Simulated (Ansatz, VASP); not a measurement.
**Al2Si: VASP beside Ansatz**

The input INCAR:

```
SYSTEM = Al2Si
PREC     = Accurate       ! precision mode
ENCUT    = 520            ! plane-wave cutoff, eV
EDIFF    = 1E-7           ! SCF threshold, eV
ISMEAR   = 0              ! smearing method
SIGMA    = 0.1            ! smearing width, eV
LREAL    = .FALSE.        ! projectors in reciprocal space
LASPH    = .TRUE.         ! aspherical terms in the spheres
NELM     = 100            ! most SCF steps
ALGO     = Normal         ! electronic algorithm
ISIF     = 2              ! what is computed and relaxed
LWAVE    = .FALSE.        ! write WAVECAR
LCHARG   = .FALSE.        ! write CHGCAR
GGA      = PE             ! functional
NBANDS   = 19             ! bands
```

KPOINTS

```
Automatic mesh
0
G
  6 6 2
  0 0 0
```

Contents of POSCAR:

```
Al2Si
1.0
    3.1950426400      0.0000000000      0.0000000000
    0.0000000000      3.1950426400      0.0000000000
    0.0000000000      0.0000000000      9.2138121000
Al Si
4 2
Direct
    0.0000000000      0.5000000000      0.1250000000
    0.0000000000      0.5000000000      0.6250000000
    0.5000000000      0.0000000000      0.3750000000
    0.5000000000      0.0000000000      0.8750000000
    0.0000000000      0.0000000000      0.0000000000
    0.5000000000      0.5000000000      0.5000000000
```

Input for Ansatz:

```yaml
crystal:
  lattice:
    - [3.19504264, 0.0, 0.0]
    - [0.0, 3.19504264, 0.0]
    - [0.0, 0.0, 9.2138121]
  atoms:
    - { symbol: Al, position: [0.0, 0.5, 0.125] }
    - { symbol: Al, position: [0.0, 0.5, 0.625] }
    - { symbol: Al, position: [0.5, 0.0, 0.375] }
    - { symbol: Al, position: [0.5, 0.0, 0.875] }
    - { symbol: Si, position: [0.0, 0.0, 0.0] }
    - { symbol: Si, position: [0.5, 0.5, 0.5] }
basis:
  ecutwfc: 420
kpoints:
  mp_grid: { grid: [6, 6, 2] }
hamiltonian:
  xc: pbe
scf:
  occupations: { method: gaussian, width: 0.1 }
  lower_state_search: "off"
output:
  forces: true
  stress: true
  eigenvalues: true
```

Change from the starting cell: species swapped into the ZnCl2 type (P4_2/nmc, No. 137).

Alike in both runs: task single point; functional PBE; k mesh 6 × 6 × 2; occupations gaussian, width 0.1 eV; no spin polarisation.

|  | VASP | Ansatz |
| --- | --- | --- |
| version | VASP 6.6.1 | Ansatz 0.2.0 |
| potentials or method | VASP PAW PBE potentials, release 64 (Al, Si) | scalar-relativistic, plane waves, PAW |
| plane-wave cutoff (eV) | 520 | 420 |
| valence electrons in the cell | 20 | 20 |

|  | VASP | Ansatz | Ansatz less VASP |
| --- | --- | --- | --- |
| gap on the k mesh at the Fermi level (eV) | none | none | - |
| rms of the force components (eV/Å) | 4.489 | 4.487 | -0.0016 |

Atom by atom the forces differ by 0.002 eV/Å (rms over components). A gap of «none» marks a metal or a gap that the smearing closes.

Caveats: forces of over 1 eV/Å show positions far from the minimum, so gaps and moduli don't describe the material at rest.
